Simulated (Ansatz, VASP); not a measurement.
**TaAs: VASP beside Ansatz**

Aim: how closely do two programs agree when they are given the same cell, functional and k mesh?

Program: Ansatz 0.2.0. Level of theory: plane waves, with VASP 6.6.1 beside it; relaxation of cell and atoms at PBE with D3(BJ). Results are calculated unless marked as measured.

## (1) The structure

Symmetry: I4_1md, No. 109, tetragonal system. The conventional cell has a = 3.444 Å, b = 3.444 Å, c = 11.736 Å, α = 90.00°, β = 90.00°, γ = 90.00°. Nearest to Ta lie 6 As at 2.61 to 2.62 Å. As has 6 Ta at 2.61 to 2.62 Å nearest. Farther neighbours are not listed.

## (2) Ansatz: relaxation of cell and atoms, PBE with D3(BJ)

Ansatz runs on its default PAW (the set named soft_2) files.

The relaxed volume is the usual yardstick between codes: its relative difference is about their pressure difference at one cell divided by the bulk modulus.

Contents of input.yaml:

```yaml
crystal:
  lattice:
    - [-1.7218133622, 1.7218133622, 5.8679415361]
    - [1.7218133622, -1.7218133622, 5.8679415361]
    - [1.7218133622, 1.7218133622, -5.8679415361]
  atoms:
    - { symbol: Ta, position: [0.4999673, 0.9999673, 0.5] }
    - { symbol: Ta, position: [0.7499673, 0.7499673, 0.0] }
    - { symbol: As, position: [0.08263212, 0.58263212, 0.5] }
    - { symbol: As, position: [0.33263212, 0.33263212, 0.0] }
hamiltonian:
  xc: pbe
  pseudopotentials: { kind: paw }
  dispersion: d3bj
kpoints:
  mp_grid: { grid: [9, 9, 9] }
scf:
  occupations: { method: fermi_dirac, width: 0.05 }
relax:
  f_tol: 0.01
  max_steps: 60
  cell: { stress_tol: 0.05 }
output:
  forces: true
  stress: true
```

On the command line:

```sh
$ ansatz run input.yaml --threads 4 --pin off --max-ram 9216MiB --backend cpu --events-out ev --progress --plain --runs-dir out
```

Numbers of over 12 decimals in the logs are rounded to 6 here.

Log:

```text
basis.fft_grid_basis auto: the FFT boxes are laid along the combinations [[1, 0, 1], [0, 1, 1], [0, 0, 1]] of the cell's own vectors, 3.444, 3.444 and 6.353 Å long. The dense box has 24×24×45 points. Along the cell's own vectors, as sized, it would have 45×45×45, 3.52 times as many. Of the 8 symmetry operations that the crystal satisfies within crystal.symmetry.tolerance (time reversal apart; of a slab, those that ke [...]
Engine: ansatz 0.2.0, x86_64-unknown-linux-gnu
Pseudopotentials: kind: paw
Pseudopotential: Ta, paw, valence charge 13, recommended cutoff 420 eV (normal), Ta.paw.azcp
Pseudopotential: As, paw, valence charge 15, recommended cutoff 420 eV (normal), As.paw.azcp
Functional definition: PBE
  parameter kappa = 0.804
  parameter beta = 0.066725
  exchange = pbe_x(kappa = kappa, mu = beta*pi^2/3)
  correlation = pbe_c(beta = beta)
Crystal: 4 atoms, lattice volume = 69.585 Å³
Basis set: ecut = 420 eV, 1371 PW (Γ), FFT grids on a1+a3, a2+a3, a3, exchange–correlation on 48×48×90 points (8 copies of the dense FFT grid, shifted against one another)
Bands: 34, of which v1, the nominal top of the filled ones, is band 28 counted from 1 (27 counted from 0)
Symmetry: 8 space group operations
Space group: I41md (ITA 109), of the structure as read, at distance tolerance 4.1e-5 Å
k-points: 75 of 729 (time reversal used)
Non-local potential: Ta, projectors of the file, l = 0: 3, l = 1: 2, l = 2: 2, l = 3: 1
Non-local potential: As, projectors of the file, l = 0: 2, l = 1: 2, l = 2: 3, l = 3: 1
PAW form: soft (Blöchl's): semilocal exchange-correlation on the pseudo side does not see the compensation charge
PAW one-centre angular grid: Ta, 590 points (default); XC on 64 Gauss nodes
PAW one-centre angular grid: As, 590 points (default); XC on 64 Gauss nodes
Initial density: superposition of atomic densities (neutral atoms: chi_scale 0, normalization atom), corrected by the library's trained network
Initial wavefunctions: pseudopotential atomic-orbital guess
Functional: x = pbe(κ = 0.804, μ = 0.219515), c = pbe(β = 0.066725)
SCF iter   1: F=—  HF=-29581.354079 eV  |F-HF|=—  |Δ(HF+E_count)|=         —  Δρ=7.51e-3  dr2=3.46e-2  ethr=1.77e-3  ⟨swp⟩=5.9  Hψ=10227  notcnv=0
preconditioner: auto → Kerker (q_TF=auto, 2.631 Å⁻¹)  [metal: Δε(μ)=0.040 eV  Ē_g=7.541 eV  σ=0.050 eV  W_gap=0.20  n_scr=24 (ndim 8)  ℏωp=19.9 eV  f_vac=0.000  D(μ)=0.71/eV (n_scr^D=2)]
SCF iter   2: F=—  HF=-29581.350617 eV  |F-HF|=—  |Δ(HF+E_count)|=   3.46e-3  Δρ=4.16e-3  dr2=8.84e-3  ethr=6.18e-5  ⟨swp⟩=1.6  Hψ=3215  notcnv=0  defer=4
SCF iter   3: F=—  HF=-29581.350622 eV  |F-HF|=—  |Δ(HF+E_count)|=   4.12e-6  Δρ=9.42e-4  dr2=4.82e-4  ethr=1.58e-5  ⟨swp⟩=3.0  Hψ=4473  notcnv=0  defer=4
SCF iter   4: F=—  HF=-29581.350469 eV  |F-HF|=—  |Δ(HF+E_count)|=   1.52e-4  Δρ=3.96e-4  dr2=1.30e-4  ethr=8.61e-7  ⟨swp⟩=2.0  Hψ=4426  notcnv=0  defer=4
SCF iter   5: F=—  HF=-29581.350448 eV  |F-HF|=—  |Δ(HF+E_count)|=   2.11e-5  Δρ=9.05e-5  dr2=9.55e-6  ethr=2.31e-7  ⟨swp⟩=2.0  Hψ=3028  notcnv=0  defer=4
SCF iter   6: F=—  HF=-29581.350456 eV  |F-HF|=—  |Δ(HF+E_count)|=   7.48e-6  Δρ=1.73e-5  dr2=2.47e-7  ethr=1.71e-8  ⟨swp⟩=2.0  Hψ=3240  notcnv=0  defer=4
SCF iter   7: F=-29581.350456 eV  HF=-29581.350456 eV  |F-HF|=2.97e-9  |Δ(HF+E_count)|=   9.31e-9  Δρ=3.68e-6  dr2=9.29e-9  ethr=1.79e-10  ⟨swp⟩=4.0  Hψ=8027  notcnv=0
SCF 1 converged in 7 iterations: F = -29581.350456 eV  dr2 = 9.29e-9
  greatest PAW one-centre occupation: 0.999 electrons in one spin orbital (limit 2), on the As atom at site 3 (counted from 0), in its partial waves of l = 2
relax step   1: F+E_penalty+E_count = -29581.35045563 eV  Δ(F+E_penalty+E_count) = +0.000e0 eV  max|allowed force component| = 2.286e-2 eV/Å  Δτ_max = 0.0000 Å  P = -3.546 GPa  Ω = 69.585 Å³  (7 SCF iters, dr2 threshold 1.00e-7 eV, accepted)
[...]
relax step   2: F+E_penalty+E_count = -29581.33913915 eV  Δ(F+E_penalty+E_count) = +1.132e-2 eV  max|allowed force component| = 2.231e-2 eV/Å  Δτ_max = 0.0114 Å  P = +4.922 GPa  Ω = 66.427 Å³  energy of the carried Pulay correction = +8.826e-4 eV  (6 SCF iters, dr2 threshold 4.00e-7 eV, rejected (line search))
[...]
relax step   3: F+E_penalty+E_count = -29581.36817497 eV  Δ(F+E_penalty+E_count) = -1.772e-2 eV  max|allowed force component| = 4.354e-3 eV/Å  Δτ_max = 0.0045 Å  P = -0.159 GPa  Ω = 68.238 Å³  energy of the carried Pulay correction = +3.717e-4 eV  (9 SCF iters, accepted)
[...]
relax step   4: F+E_penalty+E_count = -29581.36824010 eV  Δ(F+E_penalty+E_count) = -6.513e-5 eV  max|allowed force component| = 2.238e-3 eV/Å  Δτ_max = 0.0002 Å  P = +0.006 GPa  Ω = 68.172 Å³  energy of the carried Pulay correction = +3.899e-4 eV  (4 SCF iters, dr2 threshold 1.53e-7 eV, accepted)
[...]
relax step   5: F+E_penalty+E_count = -29581.36788245 eV  Δ(F+E_penalty+E_count) = +3.576e-4 eV  max|allowed force component| = 2.207e-3 eV/Å  Δτ_max = 0.0000 Å  P = +0.001 GPa  Ω = 68.172 Å³  stress off target by 7.90e-3 GPa  SCF on the basis re-selected at this cell (its energy is not comparable with the rows above)  (5 SCF iters)
basis re-selected at this cell: Δ(F+E_penalty+E_count) = +3.576e-4 eV, ΔP = -0.005 GPa vs the last step (what re-selecting the basis moved, of the pressure what is left beyond the Pulay correction that the steps carried, after the strain that the cell walked since its last selection, with what the two solves' SCF thresholds leave and, on support functions, any second-order correction that the steps lacked; it is no m [...]
SCF converged after 5 iterations
Free energy (F): -29581.367882 eV
Harris-Foulkes:  -29581.367882 eV  (|F-HF|=1.46e-11)
Internal energy: -29581.361733 eV  (E = F + TS)
E sigma→0 (E₀):  -29581.364808 eV
Entropy (-TS):   -0.006150 eV (-1.537 meV/atom)
Fermi energy:    17.464186 eV
--- Per-component energies (eV) ---
  E_band       = -529.863336
  E_kinetic    = 945.984951
  E_local      = -3982.941727  (includes V_loc(G=0)·N_el)
  E_nonlocal   = -1310.804397
  E_hartree    = 2077.950922
  E_xc         = -599.302355
  E_vxc        = -572.196123  (∫ρ·V_xc dr)
  E_paw        = -20466.062046  (= ΣΔE_a)
  E_vpaw       = 234.192030  (= ΣTr[D̂ρ^β])
  E_aug_tail   = 0.000295  (compensation charges beyond the density's cutoff)
  E_ewald      = -6243.729326
  E_disp       = -2.458050  (pairwise vdW)
  E_smearing   = -0.006150  (= −TS)
  E_closure    = 0.000000  (closes the sum)
  Σ components = -29581.367882   (vs F -29581.367882, Δ=0.00e0)
--- Forces (eV/Å), atoms counted from 1 ---
  atom   1  Ta     0.00000000    -0.00000000    -0.00220725
  atom   2  Ta    -0.00000000    -0.00000000    -0.00220725
  atom   3  As     0.00000000    -0.00000000     0.00220691
  atom   4  As    -0.00000000     0.00000000     0.00220691
  max |Σ_I F_I| component: 6.65e-7 eV/Å
--- Stress (GPa, compression-positive) ---
        0.004866       0.000000       0.000000
        0.000000       0.004866      -0.000000
        0.000000      -0.000000      -0.007901
  P = ⅓ Tr σ = 0.0006 GPa (0.006 kbar)
--- Relaxed structure (4 steps of the walk, 3 accepted, 1 SCFs on fresh bases) ---
  F+E_penalty+E_count = -29581.36788245 eV   max|allowed force component| = 2.207e-3 eV/Å   (the final SCF, on the basis selected at the relaxed cell)
  cell:  # Å, volume = 68.1723 Å³
    - [-1.716018, 1.716018, 5.787673]
    - [1.716018, -1.716018, 5.787673]
    - [1.716018, 1.716018, -5.787673]
  atoms:
    - { symbol: Ta, position: [0.500371, 1.000371, 0.500000] }
    - { symbol: Ta, position: [0.750371, 0.750371, 0] }
    - { symbol: As, position: [0.082228, 0.582228, 0.5] }
    - { symbol: As, position: [0.332228, 0.332228, 0] }
```

It took 12 s on 4 threads of Intel Xeon Platinum 8375C at 2.90GHz (Ice Lake), shared host; peak memory 0.53 GiB; 47 s of CPU time.

## (3) VASP: relaxation of cell and atoms, PBE with D3(BJ)

The same cell, functional, mesh and smearing now go to VASP, with its own data sets and cutoff.

Lines of VASP's logs that name or quote its potential files are left out, and so is its time.

Contents of INCAR:

```
SYSTEM = TaAs
PREC = Accurate
ENCUT = 520
EDIFF = 1E-06
NELM = 100
ISMEAR = -1
SIGMA = 0.05
LREAL = .FALSE.
ALGO = Normal
GGA = PE
IVDW = 12
NBANDS = 22
LORBIT = 11
LWAVE = .FALSE.
LCHARG = .FALSE.
KPAR = 4
IBRION = 2
NSW = 60
ISIF = 3
EDIFFG = -0.01
```

Contents of POSCAR:

```
TaAs
1.0
   -1.7218133622      1.7218133622      5.8679415361
    1.7218133622     -1.7218133622      5.8679415361
    1.7218133622      1.7218133622     -5.8679415361
Ta As
2 2
Direct
    0.4999673000      0.9999673000      0.5000000000
    0.7499673000      0.7499673000      0.0000000000
    0.0826321200      0.5826321200      0.5000000000
    0.3326321200      0.3326321200      0.0000000000
```

Contents of KPOINTS:

```
Automatic mesh
0
Gamma
9 9 9
0 0 0
```

The projector-augmented-wave data sets are Ta_pv and As (PBE family, release 64).

On the command line:

```sh
$ mpirun -np 4 vasp_std
```

Log:

```text
[banner, memory and clock lines left out]
running    4 mpi-ranks, on    1 nodes
 distrk:  each k-point on    1 cores,    4 groups
 distr:  one band on    1 cores,    1 groups

 POSCAR found type information on POSCAR TaAs
 POSCAR found :  2 types and       4 ions
 LDA part: xc-table for (Slater+PW92), standard interpolation
 POSCAR, INCAR and KPOINTS ok, starting setup
 FFT: planning ... GRIDC
 FFT: planning ... GRID_SOFT
 FFT: planning ... GRID
 WAVECAR not read
 entering main loop
       N       E                     dE             d eps       ncg     rms          rms(c)
DAV:   1     0.239341676614E+03    0.23934E+03   -0.16762E+04  3308   0.141E+03
DAV:   2    -0.262145935066E+02   -0.26556E+03   -0.25531E+03  3794   0.368E+02
DAV:   3    -0.367156672447E+02   -0.10501E+02   -0.10246E+02  4284   0.649E+01
DAV:   4    -0.368948494072E+02   -0.17918E+00   -0.17813E+00  4008   0.809E+00
DAV:   5    -0.368989093531E+02   -0.40599E-02   -0.40571E-02  4250   0.960E-01    0.211E+01
DAV:   6    -0.352047623596E+02    0.16941E+01   -0.52617E+00  4008   0.139E+01    0.894E+00
DAV:   7    -0.351167885666E+02    0.87974E-01   -0.48783E-01  4702   0.448E+00    0.264E+00
DAV:   8    -0.351014395124E+02    0.15349E-01   -0.49177E-02  4184   0.104E+00    0.260E-01
DAV:   9    -0.351011699729E+02    0.26954E-03   -0.47894E-03  4186   0.373E-01    0.114E-01
DAV:  10    -0.351011509594E+02    0.19014E-04   -0.50810E-04  4086   0.181E-01    0.183E-02
DAV:  11    -0.351011500026E+02    0.95675E-06   -0.36742E-05  4504   0.336E-02    0.135E-02
DAV:  12    -0.351011452196E+02    0.47830E-05   -0.12248E-05  4100   0.240E-02    0.182E-03
DAV:  13    -0.351011452643E+02   -0.44742E-07   -0.47786E-07  2514   0.484E-03
   1 F= -.37507218E+02 E0= -.37504167E+02  d E =-.375072E+02
[...]
2 F= -.37478584E+02 E0= -.37475568E+02  d E =0.286342E-01
[...]
3 F= -.37519203E+02 E0= -.37516169E+02  d E =-.119846E-01
[...]
4 F= -.37520582E+02 E0= -.37517500E+02  d E =-.137906E-02
[...]
5 F= -.37520845E+02 E0= -.37517745E+02  d E =-.164178E-02
[...]
6 F= -.37520965E+02 E0= -.37517856E+02  d E =-.120727E-03
 trial-energy change:   -0.000121  1 .order   -0.000121   -0.000360    0.000118
 step:   0.7437(harm=  0.7437)  dis= 0.00169  next Energy=   -37.520980 (dE=-0.136E-03)
 bond charge predicted
       N       E                     dE             d eps       ncg     rms          rms(c)
DAV:   1    -0.350704009190E+02   -0.15940E-03   -0.23992E-03  3318   0.402E-01    0.117E-02
DAV:   2    -0.350704191722E+02   -0.18253E-04   -0.20684E-04  3666   0.110E-01    0.485E-03
DAV:   3    -0.350704191217E+02    0.50505E-07   -0.25596E-06  3838   0.122E-02
   7 F= -.37520981E+02 E0= -.37517874E+02  d E =-.136262E-03
 curvature:  -0.44 expect dE=-0.988E-06 dE for cont linesearch -0.140E-08
 trial: gam= 0.01601 g(F)=  0.709E-09 g(S)=  0.226E-05 ort =-0.117E-05 (trialstep = 0.938E+00)
 search vector abs. value=  0.234E-05
 reached required accuracy - stopping structural energy minimisation
```

OUTCAR, selected parts (step 3):

```text
ion  position               nearest neighbor table
   1  0.500  1.000  0.500-   4 2.61   4 2.61   3 2.62   3 2.62   3 2.62   3 2.62   2 3.40   2 3.40
                             2 3.40   2 3.40
   2  0.750  0.750  0.000-   3 2.61   3 2.61   4 2.62   4 2.62   4 2.62   4 2.62   1 3.40   1 3.40
                             1 3.40   1 3.40
   3  0.083  0.583  0.500-   2 2.61   2 2.61   1 2.62   1 2.62   1 2.62   1 2.62
   4  0.333  0.333  0.000-   1 2.61   1 2.61   2 2.62   2 2.62   2 2.62   2 2.62

  LATTYP: Found a body centered tetragonal cell.
 ALAT       =     3.4436267244
 C/A-ratio  =     3.4080009279

 Subroutine GETGRP returns: Found  8 space group operations
 (whereof  4 operations were pure point group operations)

The static configuration has the point symmetry C_2v.
 The point group associated with its full space group is C_4v.

 Found     75 irreducible k-points:

   k-points           NKPTS =     75   k-points in BZ     NKDIM =     75   number of bands    NBANDS=     22

   dimension x,y,z NGX =    48 NGY =   48 NGZ =   48
   dimension x,y,z NGXF=    96 NGYF=   96 NGZF=   96

   ENCUT  =  520.0 eV  38.22 Ry    6.18 a.u.  11.81 11.81 11.81*2*pi/ulx,y,z

   NELECT =      32.0000    total number of electrons

 k-points in reciprocal lattice and weights: Automatic mesh
   0.00000000  0.00000000  0.00000000       0.001
   0.11111111 -0.00000000  0.00000000       0.011
   0.22222222  0.00000000 -0.00000000       0.011
   0.33333333 -0.00000000  0.00000000       0.011
   0.44444444  0.00000000 -0.00000000       0.011
   0.11111111  0.11111111  0.00000000       0.011
   0.22222222  0.11111111 -0.00000000       0.022
   0.33333333  0.11111111  0.00000000       0.022
   0.44444444  0.11111111 -0.00000000       0.022
[...]
-0.44444444  0.44444444  0.44444444       0.005
  -0.44444444 -0.44444444  0.44444444       0.003

 Edisp (eV)   -2.45072

 average (electrostatic) potential at core
       1 -36.0757       2 -36.0757       3 -47.6424       4 -47.6424

 E-fermi :   7.1511

 k-point     1 :       0.0000    0.0000    0.0000
  band No.  band energies     occupation
    ...
     12       4.6307      2.00000
     13       4.7575      2.00000
     14       5.2052      2.00000
     15       5.4905      2.00000
     16       5.4905      2.00000
     17       8.0351      0.00000
     18       8.7443      0.00000
     19       9.5793      0.00000
     20      10.2822      0.00000
     21      10.2822      0.00000
    ...

 k-point     2 :       0.1111   -0.0000    0.0000
  band No.  band energies     occupation
    ...
     12       4.5019      2.00000
     13       4.8920      2.00000
     14       5.0986      2.00000
     15       5.4256      2.00000
     16       5.7853      2.00000
     17       7.8284      0.00000
     18       8.4870      0.00000
     19       9.4289      0.00000
     20       9.9126      0.00000
     21      10.4394      0.00000
    ...

 k-point     3 :       0.2222    0.0000   -0.0000
  band No.  band energies     occupation
    ...
     12       4.2072      2.00000
     13       5.1293      2.00000
     14       5.1601      2.00000
     15       5.2840      2.00000
     16       6.3111      2.00000
     17       7.5463      0.00074
     18       8.3213      0.00000
     19       8.7258      0.00000
     20       9.4844      0.00000
     21      10.2293      0.00000
    ...

 Edisp (eV)   -2.45056

  Total       0.00902     0.00902     0.00500     0.00000     0.00000     0.00000
  in kB       0.21142     0.21142     0.11708     0.00000     0.00000     0.00000
  external pressure =        0.18 kB  Pullay stress =        0.00 kB

  energy-cutoff  :      520.00
  volume of cell :       68.35
      direct lattice vectors                 reciprocal lattice vectors
    -1.717719754  1.717719754  5.791631465     0.000000000  0.291083571  0.086331460
     1.717719754 -1.717719754  5.791631465     0.291083571  0.000000000  0.086331460
     1.717719754  1.717719754 -5.791631465     0.291083571  0.291083571  0.000000000

 POSITION                                       TOTAL-FORCE (eV/Angst)
 -----------------------------------------------------------------------------------
      0.00000      1.71772      0.00433         0.000000      0.000000      0.000061
      0.00000      0.00000      8.69178         0.000000      0.000000      0.000061
      1.71772     -0.00000      0.95244        -0.000000     -0.000000     -0.000061
      0.00000      0.00000      3.84825        -0.000000     -0.000000     -0.000061
 -----------------------------------------------------------------------------------
    total drift:                                0.000000      0.000000      0.000729

  FREE ENERGIE OF THE ION-ELECTRON SYSTEM (eV)
  ---------------------------------------------------
  free  energy   TOTEN  =       -37.5209808833 eV

  energy  without entropy=      -37.5147667478  energy(sigma->0) =      -37.51787382

 reached required accuracy - stopping structural energy minimisation

 total charge
# of ion       s       p       d       tot
------------------------------------------
    1        0.280   6.167   2.414   8.861
    2        0.280   6.167   2.414   8.861
    3        1.189   1.688   0.086   2.963
    4        1.189   1.688   0.086   2.963
--------------------------------------------------
tot          2.939  15.710   4.999  23.648

[... 3 further parts left out ...]
```

CONTCAR:

```
TaAs
   1.00000000000000
    -1.7177197542208618    1.7177197542208618    5.7916314649823635
     1.7177197542208618   -1.7177197542208618    5.7916314649823635
     1.7177197542208618    1.7177197542208618   -5.7916314649823635
  Ta              As
     2     2
Direct
     0.5003740185506487    0.0003740185506489    0.5000000000000000
     0.7503740185506487    0.7503740185506487    0.0000000000000000
     0.0822254014493523    0.5822254014493524    0.5000000000000000
     0.3322254014493523    0.3322254014493523    0.0000000000000000
```

## (4) Comparison

Known differences besides the potentials themselves: both relaxations stop at a tolerance, which leaves soft axes loose, and VASP keeps its plane-wave basis; the data sets hold 56 valence electrons in Ansatz (default PAW (the set named soft_2) files) and 32 in VASP; the cutoff is 420 eV in Ansatz and 520 eV in VASP; VASP leaves aspherical gradient terms in its spheres out (LASPH is not set), Ansatz keeps them; Ansatz adds a Pulay correction to the stress that steers its cell, VASP none. Total energies have different zeros and are not compared.

Both answers:

| quantity | Ansatz | VASP | difference |
| --- | --- | --- | --- |
| volume (Å³) | 68.17 | 68.35 | -0.27 % |
| edge a after relaxation, in the typed setting (Å) | 6.276 | 6.280 | -0.07 % |

The walks stopped with 0.00 GPa left in Ansatz and 0.02 GPa in VASP; each walk ends within a tolerance, so the volume difference is uncertain by about these residues over the bulk modulus, most in soft cells.

## (5) What came out

```json
{
 "difference in volume (relaxation of cell and atoms, PBE with D3(BJ))": "-0.27 %"
}
```

The difference in volume is -0.27 % (relaxation of cell and atoms, PBE with D3(BJ)), within the 1.2 % picked in this series as the mark of a large difference, as far as the stopping tolerances let one tell. Such differences can come from data sets, numerical settings and the points named under the comparisons, not from the functional's error against experiment.

[Lines on the potential files, build, host, timing and source positions are cut from VASP's logs without a mark.]

[Logs are printed without paths, hosts, clocks, repeated set-up lines and the standing remarks that a program may print on its own settings, such as how far it seeks lower states.]

[Hosts, paths, dates, database ids (printed as entryN), source tags and the programs' standing remarks are cut or masked in the printed files.]
